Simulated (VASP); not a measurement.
Calculation: modified Becke-Johnson potential (mBJ), VASP's PBE PAW potentials (set 64) (plane waves; VASP).

The input files of a VASP run:

KPOINTS:
```
Automatic mesh
0
gamma
 6 6 6
0 0 0
```

INCAR:
```
SYSTEM = TiO2
PREC = Accurate; ENCUT = 500; LREAL = .False.
LASPH = .True.
EDIFF = 1E-6; NELM = 200; ALGO = Normal
LMAXMIX = 4; LMIXTAU = .True.
ISMEAR = 0; SIGMA = 0.05
METAGGA = MBJ
ISIF = 0
LWAVE = .False.; LCHARG = .False.
```

File KPOINTS_OPT:
```
k-points along high-symmetry lines
5
Line-mode
Reciprocal
  0.000000   0.000000   0.000000 ! GAMMA
  0.000000   0.000000   0.500000 ! X

  0.000000   0.000000   0.500000 ! X
  0.250000   0.250000   0.250000 ! P

  0.250000   0.250000   0.250000 ! P
  0.000000   0.500000   0.000000 ! N

  0.000000   0.500000   0.000000 ! N
  0.000000   0.000000   0.000000 ! GAMMA

  0.000000   0.000000   0.000000 ! GAMMA
  0.500000   0.500000  -0.500000 ! M

  0.500000   0.500000  -0.500000 ! M
  0.288691   0.711309  -0.288691 ! S

 -0.288691   0.288691   0.288691 ! S_0
  0.000000   0.000000   0.000000 ! GAMMA

  0.000000   0.000000   0.500000 ! X
 -0.077381   0.077381   0.500000 ! R

  0.500000   0.500000  -0.077381 ! G
  0.500000   0.500000  -0.500000 ! M
```

**POSCAR**
```
TiO2
1
   -1.9035124452     1.9035124452     4.8366794083
    1.9035124452    -1.9035124452     4.8366794083
    1.9035124452     1.9035124452    -4.8366794083
Ti O
2 4
Direct
  0.0000000000   0.0000000000   0.0000000000
  0.7500000000   0.2500000000   0.5000000000
  0.9570568062   0.4570568062   0.5000000000
  0.2070568062   0.2070568062   0.0000000000
  0.7929431938   0.7929431938   0.0000000000
  0.5429431938   0.0429431938   0.5000000000
```

POTCAR, in this order: Ti_sv O (PBE.64 set). Program: vasp_std. Read from the step before: WAVECAR.

The run wrote:

File OUTCAR:
```
 ion  position               nearest neighbor table
   1  0.000  0.000  0.000-   6 1.95   3 1.95   6 1.95   3 1.95   4 2.00   5 2.00
   2  0.750  0.250  0.500-   5 1.95   4 1.95   5 1.95   4 1.95   3 2.00   6 2.00
   3  0.957  0.457  0.500-   1 1.95   1 1.95   2 2.00
   4  0.207  0.207  0.000-   2 1.95   2 1.95   1 2.00
   5  0.793  0.793  0.000-   2 1.95   2 1.95   1 2.00
   6  0.543  0.043  0.500-   1 1.95   1 1.95   2 2.00
  LATTYP: Found a body centered tetragonal cell.
 ALAT       =     3.8070248904
 C/A-ratio  =     2.5409234494
 Subroutine PRICEL returns:
 Original cell was already a primitive cell.
 Subroutine GETGRP returns: Found 16 space group operations
The static configuration has the point symmetry D_2d.
 The point group associated with its full space group is D_4h.
The dynamic configuration has the point symmetry D_2d.
 Subroutine INISYM returns: Found 16 space group operations
 Subroutine IBZKPT returns following result:
 Found     30 irreducible k-points:

 Following reciprocal coordinates:
            Coordinates               Weight
  0.000000  0.000000  0.000000      1.000000
  0.166667  0.000000  0.000000      8.000000
  0.333333 -0.000000  0.000000      8.000000
  0.500000  0.000000  0.000000      4.000000
  0.166667  0.166667  0.000000      8.000000
  0.333333  0.166667  0.000000     16.000000
  0.500000  0.166667  0.000000     16.000000
 -0.333333  0.166667 -0.000000     16.000000
 -0.166667  0.166667  0.000000      4.000000
  0.333333  0.333333  0.000000      8.000000
  0.500000  0.333333  0.000000     16.000000
 -0.333333  0.333333  0.000000      4.000000
  0.500000  0.500000  0.000000      2.000000
  0.166667  0.166667  0.166667      8.000000
  0.333333  0.166667  0.166667      8.000000
 -0.166667  0.166667  0.166667      4.000000
  0.333333  0.333333  0.166667      4.000000
 -0.333333  0.333333  0.166667      8.000000
 -0.166667  0.333333  0.166667      8.000000
  0.500000  0.500000  0.166667      4.000000
 -0.333333  0.500000  0.166667     16.000000
 -0.166667  0.500000  0.166667      8.000000
 -0.333333 -0.333333  0.166667      8.000000
 -0.166667 -0.333333  0.166667      8.000000
 -0.166667 -0.166667  0.166667      2.000000
 -0.333333  0.333333  0.333333      4.000000
  0.500000  0.500000  0.333333      4.000000
 -0.333333  0.500000  0.333333      8.000000
 -0.333333 -0.333333  0.333333      2.000000
  0.500000  0.500000  0.500000      1.000000
   k-points           NKPTS =     30   k-points in BZ     NKDIM =     30   number of bands    NBANDS=     28
   number of dos      NEDOS =    301   number of ions     NIONS =      6
   total plane-waves  NPLWV =  64000
   dimension x,y,z NGX =    40 NGY =   40 NGZ =   40
   dimension x,y,z NGXF=    80 NGYF=   80 NGZF=   80
   ions per type =               2   4
   PREC   = accura    normal or accurate (medium, high low for compatibility)
   ISTART =      1    job   : 0-new  1-cont  2-samecut
   ICHARG =      0    charge: 1-file 2-atom 10-const
   ISPIN  =      1    spin polarized calculation?
   LNONCOLLINEAR =      F non collinear calculations
   LSORBIT =      F    spin-orbit coupling
   INIWAV =      1    electr: 0-lowe 1-rand  2-diag
   ENCUT  =  500.0 eV  36.75 Ry    6.06 a.u.  10.09 10.09 10.09*2*pi/ulx,y,z
   NELM   =    200;   NELMIN=  2; NELMDL=  0     # of ELM steps
   EDIFF  = 0.1E-05   stopping-criterion for ELM
   LREAL  =      F    real-space projection
   NLSPLINE    = F    spline interpolate recip. space projectors
   LMAXMIX     =    4 max onsite mixed and CHGCAR
   VOSKOWN=      0    Vosko Wilk Nusair interpolation
   EDIFFG = 0.1E-04   stopping-criterion for IOM
   NSW    =      0    number of steps for IOM
   NBLOCK =      1;   KBLOCK =      1    inner block; outer block
...
```

**OSZICAR**
```
       N       E                     dE             d eps       ncg     rms          rms(c)
DAV:   1     0.114631816529E+03    0.11463E+03   -0.60267E+00  1680   0.242E+01    0.221E+00
DAV:   2     0.112259882008E+03   -0.23719E+01   -0.19587E+01  1712   0.350E+01    0.489E+00
DAV:   3     0.112672776956E+03    0.41289E+00   -0.69323E-01  2432   0.671E+00    0.503E+00
DAV:   4     0.112551379546E+03   -0.12140E+00   -0.37345E-02  2416   0.148E+00    0.533E+00
DAV:   5     0.113564937336E+03    0.10136E+01   -0.35663E-01  2040   0.606E+00    0.439E+00
DAV:   6     0.118771470056E+03    0.52065E+01   -0.66227E+00  2156   0.204E+01    0.596E+00
DAV:   7     0.118893505899E+03    0.12204E+00   -0.42639E-01  2140   0.517E+00    0.528E+00
DAV:   8     0.125196794677E+03    0.63033E+01   -0.12236E+00  1696   0.102E+01    0.581E+00
DAV:   9     0.121499971698E+03   -0.36968E+01   -0.23639E+00  1920   0.134E+01    0.316E+00
DAV:  10     0.121227547203E+03   -0.27242E+00   -0.15863E-01  2076   0.356E+00    0.313E+00
DAV:  11     0.121042276709E+03   -0.18527E+00   -0.41711E-03  2488   0.485E-01    0.315E+00
DAV:  12     0.121895778629E+03    0.85350E+00   -0.34961E-02  1952   0.150E+00    0.274E+00
DAV:  13     0.124250556524E+03    0.23548E+01   -0.79172E-02  2100   0.217E+00    0.280E+00
DAV:  14     0.124801620315E+03    0.55106E+00   -0.10265E-01  1756   0.310E+00    0.190E+00
DAV:  15     0.124417119275E+03   -0.38450E+00   -0.77199E-02  2112   0.195E+00    0.127E+00
DAV:  16     0.122952943744E+03   -0.14642E+01   -0.45317E-02  2340   0.139E+00    0.741E-01
DAV:  17     0.122702246908E+03   -0.25070E+00   -0.16338E-02  2064   0.104E+00    0.687E-01
DAV:  18     0.122211232397E+03   -0.49101E+00   -0.33764E-03  2176   0.421E-01    0.508E-01
DAV:  19     0.121797594867E+03   -0.41364E+00   -0.54105E-03  2292   0.667E-01    0.320E-01
DAV:  20     0.121210056091E+03   -0.58754E+00   -0.45124E-03  2424   0.525E-01    0.984E-02
DAV:  21     0.121097653529E+03   -0.11240E+00   -0.18053E-03  1808   0.412E-01    0.511E-02
DAV:  22     0.121025633185E+03   -0.72020E-01   -0.32054E-04  2600   0.143E-01    0.309E-02
DAV:  23     0.121060331048E+03    0.34698E-01   -0.11941E-04  1888   0.858E-02    0.373E-02
DAV:  24     0.121003321292E+03   -0.57010E-01   -0.15513E-04  1928   0.770E-02    0.247E-02
DAV:  25     0.120978182506E+03   -0.25139E-01   -0.17406E-05  1940   0.366E-02    0.208E-02
DAV:  26     0.120988371664E+03    0.10189E-01   -0.23666E-05  2164   0.397E-02    0.120E-02
DAV:  27     0.120993458756E+03    0.50871E-02   -0.14707E-05  2080   0.355E-02    0.594E-03
DAV:  28     0.121006359389E+03    0.12901E-01   -0.52408E-06  1556   0.153E-02    0.637E-03
DAV:  29     0.121000837109E+03   -0.55223E-02   -0.21901E-06  1216   0.121E-02    0.329E-03
DAV:  30     0.120998319477E+03   -0.25176E-02   -0.53417E-07   912   0.825E-03    0.208E-03
DAV:  31     0.120998672010E+03    0.35253E-03   -0.19077E-07   904   0.384E-03    0.215E-03
DAV:  32     0.120995502539E+03   -0.31695E-02   -0.22658E-07   912   0.422E-03    0.919E-04
DAV:  33     0.120995172699E+03   -0.32984E-03   -0.15157E-07   912   0.294E-03    0.445E-04
DAV:  34     0.120994832691E+03   -0.34001E-03   -0.56525E-08   912   0.176E-03    0.258E-04
DAV:  35     0.120995603510E+03    0.77082E-03   -0.17301E-08   912   0.109E-03    0.445E-04
DAV:  36     0.120995793299E+03    0.18979E-03   -0.60659E-09   900   0.677E-04    0.511E-04
DAV:  37     0.120995820972E+03    0.27673E-04   -0.18884E-09   900   0.379E-04    0.505E-04
DAV:  38     0.120995647670E+03   -0.17330E-03   -0.14308E-09   900   0.348E-04    0.422E-04
DAV:  39     0.120995232630E+03   -0.41504E-03   -0.59166E-09   900   0.564E-04    0.245E-04
DAV:  40     0.120995083772E+03   -0.14886E-03   -0.27149E-09   900   0.441E-04    0.197E-04
DAV:  41     0.120994909489E+03   -0.17428E-03   -0.23886E-09   900   0.374E-04    0.102E-04
DAV:  42     0.120994810829E+03   -0.98660E-04   -0.18211E-09   900   0.298E-04    0.434E-05
DAV:  43     0.120994729642E+03   -0.81187E-04   -0.10513E-09   900   0.221E-04    0.236E-05
DAV:  44     0.120994760963E+03    0.31322E-04   -0.33868E-10   900   0.157E-04    0.170E-05
DAV:  45     0.120994788867E+03    0.27903E-04   -0.96724E-11   900   0.928E-05    0.118E-05
DAV:  46     0.120994804727E+03    0.15860E-04   -0.43798E-11   900   0.803E-05    0.130E-05
DAV:  47     0.120994808225E+03    0.34978E-05   -0.26322E-11   900   0.414E-05    0.162E-05
DAV:  48     0.120994816660E+03    0.84352E-05   -0.15237E-11   900   0.259E-05    0.186E-05
DAV:  49     0.120994803916E+03   -0.12744E-04   -0.26310E-11   900   0.276E-05    0.119E-05
DAV:  50     0.120994791479E+03   -0.12437E-04   -0.10250E-11   900   0.257E-05    0.505E-06
DAV:  51     0.120994786824E+03   -0.46552E-05   -0.24777E-13   900   0.168E-05    0.324E-06
DAV:  52     0.120994786422E+03   -0.40151E-06   -0.46146E-12   900   0.110E-05
   1 F= 0.12099479E+03 E0= 0.12099479E+03  d E =-.371752E-30
       N       E                     dE             ncg
       N       E                     dE             ncg
```

File OUTCAR:
```
------------------------ aborting loop because EDIFF is reached ----------------------------------------
  volume of cell :       70.10
      direct lattice vectors                 reciprocal lattice vectors
    -1.903512445  1.903512445  4.836679408     0.000000000  0.262672304  0.103376709
     1.903512445 -1.903512445  4.836679408     0.262672304  0.000000000  0.103376709
     1.903512445  1.903512445 -4.836679408     0.262672304  0.262672304  0.000000000
 POSITION                                       TOTAL-FORCE (eV/Angst)
 -----------------------------------------------------------------------------------
      0.00000      0.00000      0.00000        -0.000000     -0.000000      0.000000
      0.00000      1.90351      2.41834        -0.000000     -0.000000      0.000000
      0.00000      1.90351      4.42127         0.000000     -0.000000      0.080093
      0.00000      0.00000      2.00293        -0.000000      0.000000      0.080093
      0.00000      0.00000      7.67042        -0.000000      0.000000     -0.080093
      0.00000      1.90351      0.41540         0.000000     -0.000000     -0.080093
 -----------------------------------------------------------------------------------
    total drift:                                0.000000      0.000000     -0.000000
  FREE ENERGIE OF THE ION-ELECTRON SYSTEM (eV)
  ---------------------------------------------------
  free  energy   TOTEN  =       120.9947864224 eV

  energy  without entropy=      120.9947864224  energy(sigma->0) =      120.99478642

     CMBJ =    1.0000

     CMBJA=   -0.0120

     CMBJB=    1.0230

     CMBJE=    0.5000

    CMBJ =    1.4444
```
(Selected blocks of OUTCAR.)

File OUTCAR:
```
 val. band max:        3.9706111517   @ k =   0.5000   0.5000   0.0000

 cond. band min:       7.1037552428   @ k =   0.0000   0.0000   0.0000


 Fermi energy:         4.3656155072

 k-point     1 :       0.0000    0.0000    0.0000
  band No.  band energies     occupation
      1     -53.7022      2.00000
      2     -53.6550      2.00000
      3     -29.2555      2.00000
      4     -29.0391      2.00000
      5     -29.0390      2.00000
      6     -28.9825      2.00000
      7     -28.9824      2.00000
      8     -28.9271      2.00000
      9     -14.7205      2.00000
     10     -14.0012      2.00000
     11     -13.9507      2.00000
     12     -13.6454      2.00000
     13       0.1294      2.00000
     14       0.4639      2.00000
     15       0.4642      2.00000
     16       0.9630      2.00000
     17       2.1444      2.00000
     18       2.3017      2.00000
     19       2.3021      2.00000
     20       3.1358      2.00000
     21       3.1849      2.00000
     22       3.1849      2.00000
     23       3.6156      2.00000
     24       3.6157      2.00000
     25       7.1038      0.00000
     26       7.6664      0.00000
     27       8.7708      0.00000
     28       8.7727      0.00000

 k-point     2 :       0.1667    0.0000    0.0000
  band No.  band energies     occupation
      1     -53.6994      2.00000
      2     -53.6569      2.00000
      3     -29.2502      2.00000
      4     -29.0723      2.00000
      5     -29.0409      2.00000
      6     -28.9965      2.00000
      7     -28.9797      2.00000
      8     -28.9275      2.00000
      9     -14.6140      2.00000
     10     -13.9428      2.00000
     11     -13.9050      2.00000
     12     -13.6133      2.00000
     13       0.0888      2.00000
     14       0.1708      2.00000
     15       0.4833      2.00000
     16       0.9558      2.00000
     17       2.0404      2.00000
     18       2.2457      2.00000
     19       2.2855      2.00000
     20       2.7305      2.00000
...
```

mBJ is a potential without an energy functional, so only the levels count. The path is coarsely sampled, so an indirect gap can come out somewhat too large.

The structure comes from a computed database's TiO2 entry (I4_1/amd); how it stands against other phases isn't given here. It was relaxed first. The cell's shape comes from a PBE relaxation.
